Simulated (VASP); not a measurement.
Output of a VASP run:

File OUTCAR:
```
 ion  position               nearest neighbor table
   1  0.000  0.000  0.000-   3 2.20   3 2.20   3 2.20   2 2.20   2 2.20   2 2.20   3 2.20   2 2.20
  LATTYP: Found a face centered cubic cell.
 ALAT       =     5.0724191382
 Subroutine PRICEL returns:
 Original cell was already a primitive cell.
 Subroutine GETGRP returns: Found 48 space group operations
The static configuration has the point symmetry O_h .
The dynamic configuration has the point symmetry O_h .
 Subroutine INISYM returns: Found 48 space group operations
 Subroutine IBZKPT returns following result:
 Found     47 irreducible k-points:

 Following reciprocal coordinates:
            Coordinates               Weight
  0.000000  0.000000  0.000000      1.000000
  0.100000  0.000000  0.000000      8.000000
  0.200000  0.000000  0.000000      8.000000
  0.300000  0.000000  0.000000      8.000000
  0.400000  0.000000  0.000000      8.000000
  0.500000  0.000000  0.000000      4.000000
  0.100000  0.100000  0.000000      6.000000
  0.200000  0.100000  0.000000     24.000000
  0.300000  0.100000  0.000000     24.000000
  0.400000  0.100000  0.000000     24.000000
  0.500000  0.100000  0.000000     24.000000
 -0.400000  0.100000  0.000000     24.000000
 -0.300000  0.100000  0.000000     24.000000
 -0.200000  0.100000  0.000000     24.000000
 -0.100000  0.100000  0.000000     12.000000
  0.200000  0.200000  0.000000      6.000000
  0.300000  0.200000  0.000000     24.000000
  0.400000  0.200000  0.000000     24.000000
  0.500000  0.200000  0.000000     24.000000
 -0.400000  0.200000  0.000000     24.000000
 -0.300000  0.200000  0.000000     24.000000
 -0.200000  0.200000  0.000000     12.000000
  0.300000  0.300000  0.000000      6.000000
  0.400000  0.300000  0.000000     24.000000
  0.500000  0.300000  0.000000     24.000000
 -0.400000  0.300000  0.000000     24.000000
 -0.300000  0.300000  0.000000     12.000000
  0.400000  0.400000  0.000000      6.000000
  0.500000  0.400000  0.000000     24.000000
 -0.400000  0.400000  0.000000     12.000000
  0.500000  0.500000  0.000000      3.000000
  0.300000  0.200000  0.100000     24.000000
  0.400000  0.200000  0.100000     48.000000
  0.500000  0.200000  0.100000     48.000000
 -0.400000  0.200000  0.100000     24.000000
  0.400000  0.300000  0.100000     24.000000
  0.500000  0.300000  0.100000     48.000000
 -0.400000  0.300000  0.100000     48.000000
 -0.300000  0.300000  0.100000     48.000000
 -0.200000  0.300000  0.100000     24.000000
   k-points           NKPTS =     47   k-points in BZ     NKDIM =     47   number of bands    NBANDS=     45
   number of dos      NEDOS =   1001   number of ions     NIONS =      3
   total plane-waves  NPLWV =  21952
   dimension x,y,z NGX =    28 NGY =   28 NGZ =   28
   dimension x,y,z NGXF=    56 NGYF=   56 NGZF=   56
   ions per type =               1   2
   PREC   = accura    normal or accurate (medium, high low for compatibility)
   ISTART =      0    job   : 0-new  1-cont  2-samecut
   ICHARG =      2    charge: 1-file 2-atom 10-const
   ISPIN  =      1    spin polarized calculation?
   LNONCOLLINEAR =      F non collinear calculations
   LSORBIT =      F    spin-orbit coupling
   INIWAV =      1    electr: 0-lowe 1-rand  2-diag
   ENCUT  =  520.0 eV  38.22 Ry    6.18 a.u.   6.67  6.67  6.67*2*pi/ulx,y,z
   NELM   =    100;   NELMIN=  2; NELMDL= -5     # of ELM steps
   EDIFF  = 0.1E-06   stopping-criterion for ELM
   LREAL  =      F    real-space projection
   NLSPLINE    = F    spline interpolate recip. space projectors
   LMAXMIX     =    6 max onsite mixed and CHGCAR
   VOSKOWN=      0    Vosko Wilk Nusair interpolation
   EDIFFG = 0.1E-05   stopping-criterion for IOM
   NSW    =      0    number of steps for IOM
   NBLOCK =      1;   KBLOCK =      1    inner block; outer block
   IBRION =     -1    ionic relax: 0-MD 1-quasi-New 2-CG
   NFREE  =      0    steps in history (QN), initial steepest desc. (CG)
...
```

### OSZICAR
```
       N       E                     dE             d eps       ncg     rms          rms(c)
DAV:   1     0.114831885626E+03    0.11483E+03   -0.97188E+03  4238   0.483E+02
DAV:   2    -0.313841160011E+02   -0.14622E+03   -0.13817E+03  4998   0.176E+02
DAV:   3    -0.360187370615E+02   -0.46346E+01   -0.46017E+01  5055   0.262E+01
DAV:   4    -0.360281350733E+02   -0.93980E-02   -0.93973E-02  4822   0.119E+00
DAV:   5    -0.360281503544E+02   -0.15281E-04   -0.15281E-04  4902   0.468E-02    0.481E+01
DAV:   6    -0.304009136743E+02    0.56272E+01   -0.87742E+00  4637   0.129E+01    0.445E+01
DAV:   7    -0.302951621084E+02    0.10575E+00   -0.30959E-01  4807   0.216E+00    0.289E+01
DAV:   8    -0.302565074937E+02    0.38655E-01   -0.14109E-01  4688   0.183E+00    0.374E+00
DAV:   9    -0.302478453805E+02    0.86621E-02   -0.12270E-02  4546   0.601E-01    0.221E+00
DAV:  10    -0.302482418075E+02   -0.39643E-03   -0.12710E-03  4751   0.145E-01    0.342E-01
DAV:  11    -0.302482301160E+02    0.11691E-04   -0.30901E-05  4887   0.226E-02    0.145E-01
DAV:  12    -0.302482544447E+02   -0.24329E-04   -0.15557E-05  4616   0.150E-02    0.205E-02
DAV:  13    -0.302482548335E+02   -0.38876E-06   -0.62811E-07  5007   0.346E-03    0.802E-03
DAV:  14    -0.302482550238E+02   -0.19030E-06   -0.18583E-07  4645   0.164E-03    0.312E-03
DAV:  15    -0.302482549732E+02    0.50547E-07   -0.27680E-08  3095   0.608E-04
   1 F= -.30248255E+02 E0= -.30248255E+02  d E =-.880250E-19
 imaginary and real dielectric function
```

OUTCAR:
```
------------------------ aborting loop because EDIFF is reached ----------------------------------------
  FORCE on cell =-STRESS in cart. coord.  units (eV):
  Direction    XX          YY          ZZ          XY          YZ          ZX
  --------------------------------------------------------------------------------------
  Total       -0.0001508     -0.0001508     -0.0001508      0.0000000      0.0000000      0.0000000
  in kB       -0.0074071     -0.0074071     -0.0074071      0.0000000      0.0000000      0.0000000
  external PRESSURE =      -0.0074071 kB  Pullay stress =       0.0000000 kB
  volume of cell :       32.63
      direct lattice vectors                 reciprocal lattice vectors
     0.000000000  2.536209569  2.536209569    -0.197144592  0.197144592  0.197144592
     2.536209569  0.000000000  2.536209569     0.197144592 -0.197144592  0.197144592
     2.536209569  2.536209569  0.000000000     0.197144592  0.197144592 -0.197144592
 POSITION                                       TOTAL-FORCE (eV/Angst)
 -----------------------------------------------------------------------------------
      0.00000      0.00000      0.00000        -0.000000      0.000000      0.000000
      1.26810      1.26810      1.26810        -0.000000     -0.000000     -0.000000
      3.80431      3.80431      3.80431         0.000000      0.000000      0.000000
 -----------------------------------------------------------------------------------
    total drift:                                0.000000      0.000000      0.000000
  FREE ENERGIE OF THE ION-ELECTRON SYSTEM (eV)
  ---------------------------------------------------
  free  energy   TOTEN  =       -30.2482549732 eV

  energy  without entropy=      -30.2482549732  energy(sigma->0) =      -30.24825497

 plasma frequency squared (from intraband transitions) (eV^2)
  --------------------------------------------------------------------------------------
       0.000      -0.000       0.000
      -0.000       0.000      -0.000
       0.000      -0.000       0.000

 plasma frequency squared (from interband transitions, int dw w eps(2)(w)) (eV^2)
  --------------------------------------------------------------------------------------
     900.679       0.000       0.000       0.000      -0.000      -0.000
       0.000      -0.000     900.679       0.000      -0.000       0.000
      -0.000       0.000      -0.000      -0.000     900.679       0.000
```
(Selected blocks of OUTCAR.)

File POSCAR:
```
HfO2
1
    0.0000000000     2.5362095691     2.5362095691
    2.5362095691     0.0000000000     2.5362095691
    2.5362095691     2.5362095691     0.0000000000
Hf O
1 2
Direct
  0.0000000000   0.0000000000   0.0000000000
  0.2500000000   0.2500000000   0.2500000000
  0.7500000000   0.7500000000   0.7500000000
```

Reconstruct the remaining input files.

This is not unique; one that fits is the input of the run itself, PBE GGA, plane waves, VASP's PBE PAW potentials (set 64).

### INCAR
```
ALGO = Normal
CSHIFT = 0.1
EDIFF = 1E-7
ENCUT = 520
GGA = PE
ISMEAR = 0
LASPH = .TRUE.
LCHARG = .FALSE.
LMAXMIX = 6
LOPTICS = .TRUE.
LREAL = .FALSE.
LWAVE = .FALSE.
NBANDS = 45
NEDOS = 1001
NELM = 100
PREC = Accurate
SIGMA = 0.01
SYSTEM = HfO2
```

**KPOINTS**
```
Automatic mesh
0
gamma
 10 10 10
0 0 0
```

POTCAR, in this order: Hf_pv O (PBE.64 set). Program: vasp_std.

The compound is HfO2 in the fluorite structure, the high-temperature cubic form, which is unstable at 0 K; the monoclinic form is the stable one. It was relaxed first.
